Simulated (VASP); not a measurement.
A convergence study with VASP on Cu$_{2}$O (cuprite): a few settings are varied, all else stays as given below, so the limit is that of these other settings.

```yaml
crystal:
  lattice:
    - [4.27000, 0.00000, 0.00000]
    - [0.00000, 4.27000, 0.00000]
    - [0.00000, 0.00000, 4.27000]
  atoms:
    - { symbol: Cu, position: [0.75000, 0.25000, 0.75000] }
    - { symbol: Cu, position: [0.25000, 0.75000, 0.75000] }
    - { symbol: Cu, position: [0.75000, 0.75000, 0.25000] }
    - { symbol: Cu, position: [0.25000, 0.25000, 0.25000] }
    - { symbol: O, position: [0.00000, 0.00000, 0.00000] }
    - { symbol: O, position: [0.50000, 0.50000, 0.50000] }
```

Computed with LDA (Ceperley-Alder, Perdew-Zunger), VASP's LDA PAW potentials (set 64) (plane waves; VASP). The last row used: 700 eV cut-off, 12×12×12 Γ-centred mesh, second-order Methfessel-Paxton smearing of 0.40 eV, potentials Cu O.

```csv
setting,E (eV/atom),pressure (GPa),irreducible k-points
"ISMEAR = -1, SIGMA = 0.01, 3×3×3 mesh",-5.4075,-7.99,4
"ISMEAR = -1, SIGMA = 0.1, 3×3×3 mesh",-5.4071,-7.93,4
"ISMEAR = 0, SIGMA = 0.01, 3×3×3 mesh",-5.4075,-7.98,4
"ISMEAR = 0, SIGMA = 0.2, 3×3×3 mesh",-5.4073,-7.96,4
"ISMEAR = 1, SIGMA = 0.05, 3×3×3 mesh",-5.4074,-7.99,4
"ISMEAR = 1, SIGMA = 0.2, 3×3×3 mesh",-5.4074,-7.98,4
"ISMEAR = 2, SIGMA = 0.05, 3×3×3 mesh",-5.4074,-7.98,4
"ISMEAR = 2, SIGMA = 0.2, 3×3×3 mesh",-5.4073,-7.97,4
"ISMEAR = -1, SIGMA = 0.01, 6×6×6 mesh",-5.4131,-8.31,20
"ISMEAR = -1, SIGMA = 0.2, 6×6×6 mesh",-5.4106,-8.07,20
"ISMEAR = 0, SIGMA = 0.01, 6×6×6 mesh",-5.4131,-8.32,20
"ISMEAR = 0, SIGMA = 0.4, 6×6×6 mesh",-5.4124,-8.24,20
"ISMEAR = 1, SIGMA = 0.05, 6×6×6 mesh",-5.4131,-8.31,20
"ISMEAR = 1, SIGMA = 0.4, 6×6×6 mesh",-5.4135,-8.45,20
"ISMEAR = 2, SIGMA = 0.05, 6×6×6 mesh",-5.4131,-8.32,20
"ISMEAR = 2, SIGMA = 0.4, 6×6×6 mesh",-5.4137,-8.39,20
"ISMEAR = -1, SIGMA = 0.05, 12×12×12 mesh",-5.4133,-8.33,84
"ISMEAR = -1, SIGMA = 0.2, 12×12×12 mesh",-5.4109,-8.13,84
"ISMEAR = 0, SIGMA = 0.1, 12×12×12 mesh",-5.4133,-8.33,84
"ISMEAR = 0, SIGMA = 0.4, 12×12×12 mesh",-5.4126,-8.27,84
"ISMEAR = 1, SIGMA = 0.1, 12×12×12 mesh",-5.4133,-8.33,84
"ISMEAR = 1, SIGMA = 0.4, 12×12×12 mesh",-5.4133,…,84
"ISMEAR = 2, SIGMA = 0.1, 12×12×12 mesh",-5.4133,-8.33,84
"ISMEAR = 2, SIGMA = 0.4, 12×12×12 mesh",-5.4138,-8.42,84
```

### Question
Some entries are withheld; supply them.

### Answer

- ISMEAR = 1, SIGMA = 0.4, 12×12×12 mesh, pressure (GPa): -8.46

Left out are rungs that failed or repeat a setting and relaxations that didn't move; long series are thinned to 24 rows.

The compound is Cu2O in the cuprite structure. The cell was not relaxed at this level.
